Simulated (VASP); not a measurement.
The system is Cd2CuO3.

```
Cd Cu O
1.0
     4.23480    0.00000    0.00000
    -2.11740    3.66744    0.00000
     0.00000    0.00000    6.75445
Cd Cu O
2 1 3
Direct
  0.00000 0.00000 0.20573
  0.00000 0.00000 0.79427
  0.00000 0.00000 0.50000
  0.50000 0.00000 0.00000
  0.00000 0.50000 0.00000
  0.50000 0.50000 0.00000
```

The cell was built by a generator and needn't be a form met in nature.

| Item | Value |
| --- | --- |
| Program | VASP 6.6.1 |
| Task | relaxation of cell and atoms |
| Functional | PBE |
| Potentials or basis | VASP PAW PBE potentials, release 64 (Cd, Cu, O) |
| Cutoff | 520 eV |
| k mesh | 4 × 4 × 2 |
| Occupations | gaussian, width 0.15 eV |
| Spin | no spin polarisation |

At the start: pressure 19.3 GPa; volume 17.48 Å³/atom.

**Question.** Where does the relaxation end?

**Answer.** Over 20 steps the energy falls by 561.5 meV/atom and the volume is 19.47 Å³/atom (+11.4 %); space group P6/mmm (No. 191, to 0.05 Å).

The path:
```
step  energy change (eV)  largest force (eV/Å)  pressure (GPa)  volume (Å³)
   1              0.0000                8.9122           19.27       104.90
   2             27.1790                4.2316            0.04       136.48
   3              4.0235                2.3657           -0.62       129.64
   4             -2.7559                2.3414           -1.02       126.83
   5             -3.1464                0.8325            2.53       115.91
   6             -3.1992                1.4839            1.14       119.21
   7             -3.2098                1.3397            1.04       118.38
   8             -3.2114                1.2712            1.37       118.06
   9             -3.3302                0.2810           -1.63       120.94
  10             -3.3308                0.2047           -1.75       121.11
  11             -3.3611                0.1749           -0.28       118.14
  12             -3.3652                0.1655           -0.23       117.26
  13             -3.3668                0.1447            0.49       115.52
  14             -3.3672                0.1725            0.82       115.83
  15             -3.3670                0.1702            0.61       116.55
  16             -3.3663                0.1868            0.32       116.90
  17             -3.3665                0.1416           -0.26       116.82
  18             -3.3669                0.1314            0.42       116.64
  19             -3.3693                0.0167           -0.88       116.83
  20             -3.3693                0.0734           -0.29       116.82
```

Final structure:
```
CELL_PARAMETERS angstrom
4.13717 0.00000 0.00000
-2.06858 3.58289 0.00000
0.00000 0.00000 7.88071
ATOMIC_POSITIONS crystal
Cd 0.00000 0.00000 0.18271
Cd 0.00000 0.00000 0.81729
Cu 0.00000 0.00000 0.50000
O 0.50000 0.00000 0.00000
O 0.00000 0.50000 0.00000
O 0.50000 0.50000 0.00000
```

Caveat: the k mesh is coarse (spacing up to 0.47 Å⁻¹), so the values aren't converged; an odd number of electrons without spin polarisation forces a metal; a magnetic or distorted state may lie lower; the run has no spin polarisation, though such a crystal can be magnetic.
